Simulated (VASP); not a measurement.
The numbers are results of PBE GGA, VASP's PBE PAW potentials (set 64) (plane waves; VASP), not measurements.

Input for VASP

File KPOINTS:
```
Automatic mesh
0
Gamma
7 7 7
0 0 0
```

File POSCAR:
```
VSe2
6.1186630
  0.2582743975   0.1491147658   1.0000000000
 -0.2582743975   0.1491147658   1.0000000000
  0.0000000000  -0.2982295315   1.0000000000
V Se
1 2
Cart
  0.0000000000   0.0000000000   0.0000000000
 -0.0000000000  -0.0000000000   2.2569000000
 -0.0000000000   0.0000000000   1.7430000000
```

INCAR:
```
ALGO=Normal
EDIFF=1E-6
ENCUT=400
GGA=PE
ISIF=2
ISMEAR=0
ISPIN=2
LASPH=.TRUE.
LCHARG=.FALSE.
LMAXMIX=4
LORBIT=10
LREAL=.FALSE.
LWAVE=.FALSE.
MAGMOM=2.0 2*0.0
NELM=100
NUPDOWN=2
PREC=Accurate
SIGMA=0.05
SYSTEM=VSe2
```

POTCAR, in this order: V_sv Se (PBE.64 set). Program: vasp_std.

The resulting files:

### OSZICAR
```
       N       E                     dE             d eps       ncg     rms          rms(c)
DAV:   1     0.175459820039E+03    0.17546E+03   -0.10893E+04  3096   0.116E+03
DAV:   2    -0.847364502214E+01   -0.18393E+03   -0.18144E+03  3377   0.339E+02
DAV:   3    -0.179194172024E+02   -0.94458E+01   -0.92854E+01  3473   0.731E+01
DAV:   4    -0.180588890215E+02   -0.13947E+00   -0.13871E+00  3445   0.868E+00
DAV:   5    -0.180600723297E+02   -0.11833E-02   -0.11820E-02  3564   0.809E-01    0.217E+01
DAV:   6    -0.182950966269E+02   -0.23502E+00   -0.23891E+01  3383   0.413E+01    0.113E+01
DAV:   7    -0.172540933963E+02    0.10410E+01   -0.22515E+01  3573   0.389E+01    0.936E+00
DAV:   8    -0.168395979602E+02    0.41450E+00   -0.19238E+00  3332   0.118E+01    0.261E+00
DAV:   9    -0.168516677019E+02   -0.12070E-01   -0.86510E-02  3250   0.232E+00    0.936E-01
DAV:  10    -0.168525312124E+02   -0.86351E-03   -0.32922E-03  3431   0.417E-01    0.277E-01
DAV:  11    -0.168525835570E+02   -0.52345E-04   -0.38104E-03  3231   0.530E-01    0.716E-02
DAV:  12    -0.168526256774E+02   -0.42120E-04   -0.24380E-04  3145   0.137E-01    0.356E-02
DAV:  13    -0.168526312759E+02   -0.55985E-05   -0.45946E-05  3631   0.515E-02    0.188E-02
DAV:  14    -0.168526372629E+02   -0.59870E-05   -0.10546E-05  3034   0.238E-02    0.995E-03
DAV:  15    -0.168526391011E+02   -0.18382E-05   -0.30186E-06  2942   0.133E-02    0.403E-03
DAV:  16    -0.168526396251E+02   -0.52402E-06   -0.43071E-07  1496   0.545E-03
   1 F= -.16852640E+02 E0= -.16850430E+02  d E =-.441869E-02  mag=     2.0000
```

### OUTCAR
```
------------------------ aborting loop because EDIFF is reached ----------------------------------------
  FORCE on cell =-STRESS in cart. coord.  units (eV):
  Direction    XX          YY          ZZ          XY          YZ          ZX
  --------------------------------------------------------------------------------------
  Total        6.2565788      6.2565765      6.5699425      0.0000000      0.0000000      0.0000000
  in kB      189.3758702    189.3758012    198.8608494      0.0000000      0.0000000      0.0000000
  external PRESSURE =     192.5375069 kB  Pullay stress =       0.0000000 kB
  volume of cell :       52.93
      direct lattice vectors                 reciprocal lattice vectors
     1.580294000  0.912383000  6.118663000     0.316396822  0.182671824  0.054478132
    -1.580294000  0.912383000  6.118663000    -0.316396822  0.182671824  0.054478132
     0.000000000 -1.824766000  6.118663000     0.000000000 -0.365343648  0.054478132
 POSITION                                       TOTAL-FORCE (eV/Angst)
 -----------------------------------------------------------------------------------
      0.00000      0.00000      0.00000         0.000000      0.000000      0.058749
      0.00000      0.00000     13.80921         0.000000     -0.000000      1.647505
      0.00000      0.00000     10.66483         0.000000     -0.000000     -1.706255
 -----------------------------------------------------------------------------------
    total drift:                               -0.000000      0.000010     -0.000131
  FREE ENERGIE OF THE ION-ELECTRON SYSTEM (eV)
  ---------------------------------------------------
  free  energy   TOTEN  =       -16.8526396251 eV

  energy  without entropy=      -16.8482209397  energy(sigma->0) =      -16.85043028

 total charge

# of ion       s       p       d       tot
------------------------------------------
    1        2.256   6.244   3.242  11.741
    2        1.489   2.357   0.067   3.913
    3        1.489   2.358   0.067   3.914
--------------------------------------------------
tot          5.233  10.959   3.376  19.568

 magnetization (x)

# of ion       s       p       d       tot
------------------------------------------
    1        0.018   0.033   1.430   1.481
    2        0.005   0.086   0.012   0.104
    3        0.006   0.083   0.012   0.101
--------------------------------------------------
tot          0.029   0.202   1.454   1.686
```
(Selected blocks of OUTCAR.)

File OUTCAR:
```
 val. band max:        7.8934444644   @ k =  -0.2857  -0.2857   0.1429

 cond. band min:       5.8965287612   @ k =  -0.1429   0.1429   0.1429


 Fermi energy:         7.9043454619

 spin component 1

 k-point     1 :       0.0000    0.0000    0.0000
  band No.  band energies     occupation
      1     -57.7931      1.00000
      2     -31.6784      1.00000
      3     -31.6672      1.00000
      4     -31.6672      1.00000
      5      -8.7689      1.00000
      6      -7.1257      1.00000
      7      -0.2167      1.00000
      8       4.7212      1.00000
      9       4.7212      1.00000
     10       5.7930      1.00000
     11       5.7930      1.00000
     12       5.8437      1.00000
     13       6.3285      1.00000
     14       9.4939      0.00000
     15       9.4939      0.00000
     16       9.8255      0.00000
     17       9.8255      0.00000

 k-point     2 :       0.1429   -0.0000   -0.0000
  band No.  band energies     occupation
      1     -57.7895      1.00000
      2     -31.6983      1.00000
      3     -31.6742      1.00000
      4     -31.6715      1.00000
      5      -8.4438      1.00000
      6      -6.9186      1.00000
      7       0.1530      1.00000
      8       3.9379      1.00000
      9       4.8214      1.00000
     10       4.9239      1.00000
     11       5.3711      1.00000
     12       5.8444      1.00000
     13       6.3702      1.00000
     14       8.6195      0.00000
     15       9.0830      0.00000
     16       9.3263      0.00000
     17       9.6989      0.00000

 k-point     3 :       0.2857    0.0000   -0.0000
  band No.  band energies     occupation
      1     -57.7821      1.00000
      2     -31.7689      1.00000
      3     -31.6904      1.00000
      4     -31.6563      1.00000
      5      -7.5723      1.00000
      6      -6.3723      1.00000
      7       0.9891      1.00000
      8       2.1579      1.00000
      9       3.0542      1.00000
...
```

The moments were started parallel, and other spin orders were not tried in this run.

The structure was generated: VSe2 was put into the 3R-MoS2 type (R3m), which need not be its known phase. The cell was not relaxed at this level. The run is one of a series of settings (NUPDOWN = 2 against the base run), some of them coarse on purpose.
